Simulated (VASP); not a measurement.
Crystal: MgSe3.

```
Mg Se
1.0
     4.71098    0.00000    0.00000
     0.00000    4.71098    0.00000
     0.00000    0.00000    4.71098
Mg Se
1 3
Direct
  0.00000 0.00000 0.00000
  0.00000 0.50000 0.50000
  0.50000 0.00000 0.50000
  0.50000 0.50000 0.00000
```

The cell was built by a generator and needn't be a form met in nature.

The cell isn't the ideal one: species swapped into the KPb3 type (Pm-3m, No. 221).

```yaml
Program: VASP 6.6.1
Task: relaxation of cell and atoms
Functional: PBE
Potentials_or_basis: VASP PAW PBE potentials, release 64 (Mg, Se)
Cutoff: 600 eV
k_mesh: 4 × 4 × 4
Occupations: gaussian, width 0.1 eV
Spin: no spin polarisation
```

At the start: pressure -7.7 GPa; volume 26.14 Å³/atom.

Where does the relaxation end?

Over 3 steps the energy falls by 141.1 meV/atom and the volume is 21.23 Å³/atom (-18.8 %); space group Pm-3m (No. 221, to 0.05 Å).

Step by step:
| step | energy change (eV) | largest force (eV/Å) | pressure (GPa) | volume (Å³) |
| --- | --- | --- | --- | --- |
| 1 | 0.0000 | 0.0000 | -7.65 | 104.55 |
| 2 | -0.5565 | 0.0000 | -1.24 | 86.77 |
| 3 | -0.5643 | 0.0000 | -0.09 | 84.91 |

Final structure:
```yaml
crystal:
  lattice:
    - [4.39528, 0.00000, 0.00000]
    - [0.00000, 4.39528, 0.00000]
    - [0.00000, 0.00000, 4.39528]
  atoms:
    - { symbol: Mg, position: [0.00000, 0.00000, 0.00000] }
    - { symbol: Se, position: [0.00000, 0.50000, 0.50000] }
    - { symbol: Se, position: [0.50000, 0.00000, 0.50000] }
    - { symbol: Se, position: [0.50000, 0.50000, 0.00000] }
```

Caveat: the volume moved by over 15 % at a fixed basis, so the end points are rough.
